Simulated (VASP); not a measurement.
Consider the following.

```yaml
crystal:
  lattice:
    - [0.00000, 2.11446, 2.11446]
    - [2.11446, 0.00000, 2.11446]
    - [2.11446, 2.11446, 0.00000]
  atoms:
    - { symbol: Be, position: [0.25000, 0.25000, 0.25000] }
    - { symbol: Be, position: [0.75000, 0.75000, 0.75000] }
    - { symbol: C, position: [0.00000, 0.00000, 0.00000] }
```

Computed with PBEsol GGA, VASP's PBE PAW potentials (set 64) (plane waves; VASP). Run with 520 eV cut-off, 9×9×9 Γ-centred mesh, Gaussian smearing of 0.050 eV, potentials Be C.

Task: Predict the energy per atom (σ→0), pressure.

Result: 
```
Property                       Result
---------------------  --------------
energy per atom (σ→0)  -6.121 eV/atom
pressure                    13.89 GPa
```

Only differences to runs with the same potentials and settings are physical.

The compound is Be2C in the antifluorite structure. This cell is one point of a volume scan, at 0.94 of the reference volume.
